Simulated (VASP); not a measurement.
Data:

```
GeSi
1.0
    3.64731     0.00000     0.00000
   -1.82365     3.15866     0.00000
    0.00000     0.00000     3.12967
Ge Si
1 1
Direct
  0.00000   0.00000   0.00000
  0.66667   0.33333   0.50000
```

These are r2SCAN meta-GGA, VASP's PBE PAW potentials (set 64) (plane waves; VASP 6.6.1) values and carry that method's errors. Run with 400 eV cut-off, 13×13×13 Γ-centred mesh, tetrahedra with Blöchl corrections, potentials Ge_d Si.

Predict the energy per atom (σ→0), band gap (over mesh and band path) with the smallest direct gap where there is one.

The band gap (over mesh and band path) comes out as none (metal, semimetal or under 0.01 eV). The energy per atom (σ→0) is -10.762 eV/atom.

The absolute energy has meaning only against runs of the same code, potentials and settings.

The structure was generated: SiGe was put into the WC type (P-6m2), which need not be its known phase. It was relaxed first, which changed the volume by +18 %.
